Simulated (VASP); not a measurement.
# In11NiAs12 (a cell with a defect) in VASP: single point with PBEsol+U

Aim: the single point of In11NiAs12 (a cell with a defect) with PBEsol+U.

Program: VASP 6.6.1. These are calculated values, not measurements. Logs are shortened: lines on timing, memory, paths and dates and some standing lists are left out, and cuts for length are marked.

**1. The structure**

The cell holds a defect, 24 atoms: a = 12.851 Å, b = 8.567 Å, c = 8.567 Å, α = 60.00°, β = 60.00°, γ = 60.00°.

**2. Single point, PBEsol+U**

Input file INCAR:

```
SYSTEM = In11NiAs12
ALGO = Normal ; EDIFF = 1E-5
ENCUT = 350 ; GGA = PS
ISIF = 2 ; ISMEAR = 0
KPAR = 2 ; LASPH = .True.
LCHARG = .False. ; LDAU = .True.
LDAUJ = 0 0 0 ; LDAUL = 2 -1 -1
LDAUPRINT = 1 ; LDAUTYPE = 2
LDAUU = 5 0 0 ; LMAXMIX = 4
LORBIT = 11 ; LREAL = Auto
LWAVE = .False. ; NBANDS = 124
NELM = 120 ; PREC = Accurate
SIGMA = 0.03
```

Input file KPOINTS:

```
k-points
0
Gamma
  2 2 2
  0 0 0
```

Input file POSCAR:

```
In11NiAs12
1.0
    0.0000000000      9.0870000000      9.0870000000
    6.0580000000      0.0000000000      6.0580000000
    6.0580000000      6.0580000000      0.0000000000
Ni In As
1 11 12
Direct
    0.0000000000      0.0000000000      0.0000000000
    0.0000000000      0.0000000000      0.5000000000
    0.0000000000      0.5000000000      0.0000000000
    0.0000000000      0.5000000000      0.5000000000
    0.3333330000      0.0000000000      0.0000000000
    0.3333330000      0.0000000000      0.5000000000
    0.3333330000      0.5000000000      0.0000000000
    0.3333330000      0.5000000000      0.5000000000
    0.6666670000      0.0000000000      0.0000000000
    0.6666670000      0.0000000000      0.5000000000
    0.6666670000      0.5000000000      0.0000000000
    0.6666670000      0.5000000000      0.5000000000
    0.0833333333      0.1250000000      0.1250000000
    0.0833333333      0.1250000000      0.6250000000
    0.0833333333      0.6250000000      0.1250000000
    0.0833333333      0.6250000000      0.6250000000
    0.4166663333      0.1250000000      0.1250000000
    0.4166663333      0.1250000000      0.6250000000
    0.4166663333      0.6250000000      0.1250000000
    0.4166663333      0.6250000000      0.6250000000
    0.7500003333      0.1250000000      0.1250000000
    0.7500003333      0.1250000000      0.6250000000
    0.7500003333      0.6250000000      0.1250000000
    0.7500003333      0.6250000000      0.6250000000
```

Potentials or basis: VASP PAW PBE potentials, release 64 (Ni, In_d, As).

Command:

```sh
cat potpaw_PBE.64/Ni/POTCAR potpaw_PBE.64/In_d/POTCAR potpaw_PBE.64/As/POTCAR > POTCAR
mpirun -np 4 vasp_std > vasp.out
```

OUTCAR:

```text
SYSTEM = In11NiAs12
   EDIFF = 1E-5
   ENCUT = 350
   GGA = PS
   ISIF = 2
   ISMEAR = 0
   LASPH = .True.
   LORBIT = 11
   LREAL = Auto
   NELM = 120
   PREC = Accurate

 ion  position               nearest neighbor table
   1  0.000  0.000  0.000-  21 2.62  13 2.62  15 2.62  14 2.62
   2  0.000  0.000  0.500-  22 2.62  14 2.62  16 2.62  13 2.62
   3  0.000  0.500  0.000-  23 2.62  15 2.62  16 2.62  13 2.62
   4  0.000  0.500  0.500-  24 2.62  16 2.62  14 2.62  15 2.62
   5  0.333  0.000  0.000-  13 2.62  17 2.62  18 2.62  19 2.62
   6  0.333  0.000  0.500-  14 2.62  18 2.62  17 2.62  20 2.62
[... 16 lines left out ...]
  23  0.750  0.625  0.125-   3 2.62  11 2.62   9 2.62  12 2.62
  24  0.750  0.625  0.625-   4 2.62  12 2.62  11 2.62  10 2.62

  LATTYP: Found a face centered orthorhombic cell.
 ALAT       =     8.5673057609
 B/A-ratio  =     1.7320508076
 C/A-ratio  =     2.4494897428

  Lattice vectors:

 A1 = (   0.0000000000,   9.0870000000,   9.0870000000)
 A2 = (  -6.0580000000,   3.0290000000,   9.0870000000)
 A3 = (   6.0580000000,  -0.0000000000,   6.0580000000)

Analysis of symmetry for initial positions (statically):
=====================================================================
 Subroutine PRICEL returns:
 Original cell was already a primitive cell.

 Routine SETGRP: Setting up the symmetry group for a
 face centered orthorhombic supercell.

 Subroutine GETGRP returns: Found  2 space group operations
 (whereof  2 operations were pure point group operations)
 out of a pool of  8 trial point group operations.

The static configuration has the point symmetry C_1h.

Analysis of symmetry for dynamics (positions and initial velocities):
=====================================================================
 Subroutine PRICEL returns:
 Original cell was already a primitive cell.

 Routine SETGRP: Setting up the symmetry group for a
 face centered orthorhombic supercell.

 Subroutine GETGRP returns: Found  2 space group operations
 (whereof  2 operations were pure point group operations)
 out of a pool of  8 trial point group operations.

The dynamic configuration has the point symmetry C_1h.

 Subroutine INISYM returns: Found  2 space group operations
 (whereof  2 operations are pure point group operations),
 and found     1 'primitive' translations

----------------------------------------------------------------------------------------

                                     Primitive cell

  volume of cell :     666.9742

  direct lattice vectors                    reciprocal lattice vectors
     0.000000000  9.087000000  9.087000000    -0.055023660  0.055023660  0.055023660
     6.058000000  0.000000000  6.058000000     0.082535490 -0.082535490  0.082535490
     6.058000000  6.058000000  0.000000000     0.082535490  0.082535490 -0.082535490

  length of vectors
    12.850958641  8.567305761  8.567305761     0.095303775  0.142955663  0.142955663

  position of ions in fractional coordinates (direct lattice)
     0.000000000  0.000000000  0.000000000
     0.000000000  0.000000000  0.500000000
     0.000000000  0.500000000  0.000000000
     0.000000000  0.500000000  0.500000000
     0.333333000  0.000000000  0.000000000
     0.333333000  0.000000000  0.500000000
[... 16 lines left out ...]
     0.750000333  0.625000000  0.125000000
     0.750000333  0.625000000  0.625000000

  ion indices of the primitive-cell ions
   primitive index   ion index
                 1           1
                 2           2
                 3           3
                 4           4
                 5           5
                 6           6
[... 16 lines left out ...]
                23          23
                24          24

----------------------------------------------------------------------------------------

 KPOINTS: k-points

Automatic generation of k-mesh.
 Grid dimensions read from file:
 generate k-points for:    2    2    2

 Generating k-lattice:

  Cartesian coordinates                     Fractional coordinates (reciprocal lattice)
    -0.027511830  0.027511830  0.027511830     0.500000000  0.000000000  0.000000000
     0.041267745 -0.041267745  0.041267745     0.000000000  0.500000000  0.000000000
[... 33 lines left out ...]
   ISPIN  =      1    spin polarized calculation?
   LNONCOLLINEAR =      F non collinear calculations
   LSORBIT =      F    spin-orbit coupling
   LASPH  =      T    aspherical Exc in radial PAW
   ENCUT  =  350.0 eV  25.72 Ry    5.07 a.u.  19.60 13.07 13.07*2*pi/ulx,y,z
   NELM   =    120;   NELMIN=  2; NELMDL= -5     # of ELM steps
   EDIFF  = 0.1E-04   stopping-criterion for ELM
   LREAL  =      T    real-space projection
   EDIFFG = 0.1E-03   stopping-criterion for IOM
   NSW    =      0    number of steps for IOM
   IBRION =     -1    ionic relax: 0-MD 1-quasi-New 2-CG
   NFREE  =      0    steps in history (QN), initial steepest desc. (CG)
   ISIF   =      2    stress and relaxation
   ISYM   =      2    0-nonsym 1-usesym 2-fastsym
   POTIM  = 0.5000    time-step for ionic-motion
   TEBEG  =    0.0;   TEEND  =   0.0 temperature during run
   PSTRESS=    0.0 pullay stress
   NELECT =     213.0000    total number of electrons
   NUPDOWN=      -1.0000    fix difference up-down
   EMIN   =  10.00;   EMAX   =-10.00  energy-range for DOS
   EFERMI =   0.00;   METHOD = LEGACY
   ISMEAR =     0;   SIGMA  =   0.03  broadening in eV -4-tet -1-fermi 0-gaus
   EFERMI_NEDOS =   21; number of points for ismear=-14 and -15
   IALGO  =     38    algorithm
   IMIX   =      4    mixing-type and parameters
     AMIX     =   0.40;   BMIX     =  1.00
     AMIX_MAG =   1.60;   BMIX_MAG =  1.00
  volume/ion in A,a.u.               =      27.79       187.54
  Fermi-wavevector in a.u.,A,eV,Ry     =   1.119004  2.114611 17.036810  1.252170
  Thomas-Fermi vector in A             =   2.255640
   LORBIT       =     11    0 simple, 1 ext, 2 COOP (PROOUT), +10 PAW based schemes
 LDA+U is selected, type is set to LDAUTYPE =  2
   angular momentum for each species LDAUL =     2   -1   -1
   U (eV)           for each species LDAUU =   5.0  0.0  0.0
   J (eV)           for each species LDAUJ =   0.0  0.0  0.0
   GGA     = PS    functional components
   LHFCALC =     F    Hartree Fock is set to
   AEXX    =    0.0000 exact exchange contribution
   IVDW    =     0    specifies the selected vdW correction
   LEPSILON=     F    determine dielectric tensor
   LRPA    =     F    only Hartree local field effects (RPA)
 non-spin polarized calculation
 Gauss-broadening in eV      SIGMA  =   0.03
  energy-cutoff  :      350.00
  volume of cell :      666.97
 maximum number of plane-waves:      9958
 NGX is ok and might be reduce to    80
   NGX = 39   NGY = 27   NGZ = 27

atom =   1  type =  1  l = 2

 onsite density matrix

spin component  1

  0.7964 -0.0372 -0.0131  0.0375 -0.0015
 -0.0372  0.8044 -0.0072 -0.0372  0.0125
 -0.0131 -0.0072  0.9377  0.0078 -0.0002
  0.0375 -0.0372  0.0078  0.7964  0.0106
 -0.0015  0.0125 -0.0002  0.0106  0.9379

spin component  2

  0.7964 -0.0372 -0.0131  0.0375 -0.0015
 -0.0372  0.8044 -0.0072 -0.0372  0.0125
 -0.0131 -0.0072  0.9377  0.0078 -0.0002
  0.0375 -0.0372  0.0078  0.7964  0.0106
 -0.0015  0.0125 -0.0002  0.0106  0.9379

 occupancies and eigenvectors

  o =  0.7573  v = -0.7040  0.0000 -0.0816  0.7040 -0.0471  0.0000  0.0000  0.0000  0.0000  0.0000      0.0000  0.0000  0.0000  0.0000  0.0000  0.0000  0.0000  0.0000  0.0000  0.0000
  o =  0.7573  v =  0.0000  0.0000  0.0000  0.0000  0.0000 -0.7040  0.0000 -0.0816  0.7040 -0.0471      0.0000  0.0000  0.0000  0.0000  0.0000  0.0000  0.0000  0.0000  0.0000  0.0000
  o =  0.7630  v =  0.4241  0.7950  0.0455  0.4241 -0.0788  0.0000  0.0000  0.0000  0.0000  0.0000      0.0000  0.0000  0.0000  0.0000  0.0000  0.0000  0.0000  0.0000  0.0000  0.0000
  o =  0.7630  v =  0.0000  0.0000  0.0000  0.0000  0.0000  0.4241  0.7950  0.0455  0.4241 -0.0788      0.0000  0.0000  0.0000  0.0000  0.0000  0.0000  0.0000  0.0000  0.0000  0.0000
  o =  0.8737  v =  0.5656 -0.5986 -0.0213  0.5656  0.0370  0.0000  0.0000  0.0000  0.0000  0.0000      0.0000  0.0000  0.0000  0.0000  0.0000  0.0000  0.0000  0.0000  0.0000  0.0000
  o =  0.8737  v =  0.0000  0.0000  0.0000  0.0000  0.0000  0.5656 -0.5986 -0.0213  0.5656  0.0370      0.0000  0.0000  0.0000  0.0000  0.0000  0.0000  0.0000  0.0000  0.0000  0.0000
  o =  0.9392  v = -0.0666 -0.0000  0.8622  0.0666  0.4978  0.0000  0.0000  0.0000  0.0000  0.0000      0.0000  0.0000  0.0000  0.0000  0.0000  0.0000  0.0000  0.0000  0.0000  0.0000
  o =  0.9392  v =  0.0000  0.0000  0.0000  0.0000  0.0000 -0.0666 -0.0000  0.8622  0.0666  0.4978      0.0000  0.0000  0.0000  0.0000  0.0000  0.0000  0.0000  0.0000  0.0000  0.0000
  o =  0.9397  v =  0.0000  0.0000  0.0000  0.0000  0.0000  0.0145  0.0984 -0.4975  0.0145  0.8616      0.0000  0.0000  0.0000  0.0000  0.0000  0.0000  0.0000  0.0000  0.0000  0.0000
  o =  0.9397  v =  0.0145  0.0984 -0.4975  0.0145  0.8616  0.0000  0.0000  0.0000  0.0000  0.0000      0.0000  0.0000  0.0000  0.0000  0.0000  0.0000  0.0000  0.0000  0.0000  0.0000

 number of electron     212.9999977 magnetization

 Free energy of the ion-electron system (eV)
  ---------------------------------------------------
  ext. energy  EPLUGINS =         0.00000000
  ---------------------------------------------------
  free energy    TOTEN  =       -98.66516713 eV

  energy without entropy =      -98.66516576  energy(sigma->0) =      -98.66516645

 E-fermi :   4.0227     XC(G=0):  -9.2062

 val. band max:        3.9372299553   @ k =   0.0000   0.0000   0.0000
 cond. band min:       4.1112777998   @ k =   0.0000   0.5000   0.0000
 fundamental gap:      0.1740478445
 Fermi energy:         4.0226631047

 k-point     1 :       0.0000    0.0000    0.0000
  band No.  band energies     occupation
      1     -10.4383      2.00000
      2     -10.4229      2.00000
      3     -10.4106      2.00000
      4     -10.4081      2.00000
      5     -10.4026      2.00000
      6     -10.3862      2.00000
[... 715 lines left out ...]
    117       6.8355      0.00000
    118       7.2928      0.00000
 [bands above 118 left out]

------------------------ aborting loop because EDIFF is reached ----------------------------------------

  FORCE on cell =-STRESS in cart. coord.  units (eV):
  Direction    XX          YY          ZZ          XY          YZ          ZX
  --------------------------------------------------------------------------------------
  -------------------------------------------------------------------------------------
  Total       -1.9048253     -2.2092983     -2.2092983      0.1033231     -0.3465384      0.1033232
  in kB       -4.5756907     -5.3070829     -5.3070829      0.2481983     -0.8324398      0.2481987
  external PRESSURE =      -5.0632855 kB  Pullay stress =       0.0000000 kB

 VOLUME and BASIS-vectors are now :
 -----------------------------------------------------------------------------
  energy-cutoff  :      350.00
  volume of cell :      666.97
      direct lattice vectors                 reciprocal lattice vectors
     0.000000000  9.087000000  9.087000000    -0.055023660  0.055023660  0.055023660
     6.058000000  0.000000000  6.058000000     0.082535490 -0.082535490  0.082535490
     6.058000000  6.058000000  0.000000000     0.082535490  0.082535490 -0.082535490

 POSITION                                       TOTAL-FORCE (eV/Angst)
 -----------------------------------------------------------------------------------
      0.00000      0.00000      0.00000         0.071198     -0.024516     -0.024516
      3.02900      3.02900      0.00000         0.023566     -0.013436     -0.152052
      3.02900      0.00000      3.02900         0.023566     -0.152052     -0.013436
      6.05800      3.02900      3.02900         0.168313     -0.043008     -0.043008
      0.00000      3.02900      3.02900        -0.031066     -0.017605     -0.017605
      3.02900      6.05800      3.02900         0.039622      0.003013     -0.047621
[... 16 lines left out ...]
      4.54350      7.57250     10.60150        -0.017621      0.008439      0.025929
      7.57250     10.60150     10.60150        -0.013357      0.032452      0.032452
 -----------------------------------------------------------------------------------
    total drift:                               -0.019548     -0.001113     -0.001115

  FREE ENERGIE OF THE ION-ELECTRON SYSTEM (eV)
  ---------------------------------------------------
  free  energy   TOTEN  =       -98.6651671302 eV

  energy  without entropy=      -98.6651657625  energy(sigma->0) =      -98.66516645

 total charge

# of ion       s       p       d       tot
------------------------------------------
    1        0.342   0.207   8.521   9.070
    2        0.854   0.732   9.882  11.468
    3        0.854   0.732   9.882  11.468
    4        0.855   0.731   9.883  11.469
    5        0.852   0.737   9.883  11.472
    6        0.850   0.736   9.884  11.471
[... 16 lines left out ...]
   23        1.224   1.561   0.021   2.806
   24        1.224   1.563   0.021   2.808
--------------------------------------------------
tot         24.465  26.663 117.513 168.641
```

Wall time 2 min (4 MPI ranks of Intel Xeon 6975P-C (Granite Rapids), shared host); peak memory 0.41 GiB.

Results:

```yaml
Free_energy: -98.6652 eV
Pressure: -0.5 GPa
Largest_force: 1.555 eV/Å
Band_gap_on_the_k_mesh: none (metal or under the smearing width)
Valence_electrons_inside_the_program's_atomic_spheres: Ni 9.07; In 11.47; As 2.74, 2.81, 2.80, 2.75
```

Forces on the atoms (eV/Å):
```
Ni   0.071 -0.025 -0.025
In   0.024 -0.013 -0.152
In   0.024 -0.152 -0.013
In   0.168 -0.043 -0.043
In  -0.031 -0.018 -0.018
In   0.040  0.003 -0.048
In   0.040 -0.048  0.003
In   0.003 -0.001 -0.001
In   0.020  0.096  0.096
In  -0.070 -0.044  0.051
In  -0.070  0.051 -0.044
In   0.009  0.000  0.000
As  -0.982 -0.852 -0.852
As   0.802  0.994 -0.806
As   0.802 -0.806  0.994
As   0.000  0.011  0.011
As  -0.021 -0.008 -0.008
As   0.041 -0.005 -0.033
As   0.041 -0.033 -0.005
As  -0.009  0.004  0.004
As  -0.852  0.822  0.822
As  -0.018  0.026  0.008
As  -0.018  0.008  0.026
As  -0.013  0.032  0.032
```

Levels at points of the mesh, in eV from the Fermi level:
```csv
k point,band 104,band 105,band 106,band 107,band 108,band 109
"(0.00, 0.00, 0.00)",-0.26,-0.25,-0.09,0.36,0.49,0.50
"(0.50, 0.00, 0.00)",-0.48,-0.20,-0.20,0.39,0.41,0.98
"(0.00, 0.50, 0.00)",-0.52,-0.49,-0.48,0.09,0.18,1.23
"(0.50, 0.00, 0.50)",-0.85,-0.70,-0.62,-0.24,0.11,2.26
"(0.00, 0.50, 0.50)",-0.89,-0.55,-0.46,-0.16,0.20,1.69
"(0.50, 0.50, 0.50)",-0.73,-0.68,-0.61,-0.10,0.11,1.83
```

Eigenvalues of the final occupation matrices:
```
    site  spin  trace               eigenvalues
site 1 d     1   4.27  0.76 0.76 0.87 0.94 0.94
site 1 d     2   4.27  0.76 0.76 0.87 0.94 0.94
```

Caveat: the k mesh is coarse (spacing up to 0.45 Å⁻¹), so the values aren't converged; the PAW data sets were made with another functional, which shifts forces and pressure a little; U without spin polarisation on a metal has little footing; the U is typed as a test and isn't derived for this compound. Spin polarisation is off, so any magnetic state and its effect on volume and gap are missing.
